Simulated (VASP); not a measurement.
# Cd3ZnSe4 (ordered alloy cell): computed properties

Calculation: PBEsol GGA, VASP's PBE PAW potentials (set 64) (plane waves; VASP).

For Cd3ZnSe4, the space group is P-43m (215). The cell is a = b = c = 5.963 Å, α = β = γ = 90.00° and the volume per atom is 26.50 Å³/atom. The band gap (over mesh and band path) is 0.63 eV and the smallest direct gap (over mesh and band path) is 0.63 eV. The band-edge character is direct, Γ to Γ and the density comes out as 5.63 g/cm³.

```
CELL_PARAMETERS angstrom
      5.96310     0.00000     0.00000
      0.00000     5.96310     0.00000
      0.00000     0.00000     5.96310
ATOMIC_POSITIONS crystal
  Zn 0.00000 0.00000 0.00000
  Se 0.23766 0.23766 0.23766
  Se 0.76234 0.76234 0.23766
  Se 0.76234 0.23766 0.76234
  Se 0.23766 0.76234 0.76234
  Cd 0.50000 0.50000 0.00000
  Cd 0.50000 0.00000 0.50000
  Cd 0.00000 0.50000 0.50000
```

The structure was generated: Cd3ZnSe4 was put into an ordered model structure (P-43m), which need not be its known phase. It was relaxed first. Symmetry was kept, so distortions that lower it aren't found.
